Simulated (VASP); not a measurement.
Runs of VASP 6.6.1 on Te2Mo. The structure is hexagonal, space group P6_3/mmc (No. 194). The conventional cell has a = 3.518 Å, b = 3.518 Å, c = 14.197 Å, α = 90.00°, β = 90.00°, γ = 120.00°. Te (site symmetry 3m) has 3 Mo at 2.72 Å as nearest neighbours. Mo (site symmetry -6m2) is surrounded by 6 Te at 2.72 Å. 

```csv
level,potentials or basis,gap on the mesh (eV),pressure (GPa)
rev-vdW-DF2,"VASP PAW PBE potentials, release 64 (Te, Mo_sv)",(a),0.3
LDA,"VASP PAW LDA potentials, release 64 (Te, Mo_sv)",0.77,-1.9
optB88-vdW,"VASP PAW PBE potentials, release 64 (Te, Mo_sv)",0.77,1.8
PBE+D3(BJ),"VASP PAW PBE potentials, release 64 (Te, Mo_sv)",0.78,-1.5
```

Alike in all rows: task relaxation of the atoms; no spin polarisation; cell atoms relaxed; k mesh 10 × 10 × 3; cutoff (eV) 520; smearing gaussian 0.05 eV.

Task: Estimate the missing entries.

Result: (a) 0.76.

Caveats: spin-orbit coupling is left out, which moves the levels of the heavy elements; an odd mesh through Γ misses points on the zone boundary, where band edges often lie; the PAW data sets were made with another functional, which shifts forces and pressure a little (some runs).

A k mesh can miss the band edges, and the runs leave out spin-orbit coupling on Mo, Te.

Not every run made on this cell is shown here.
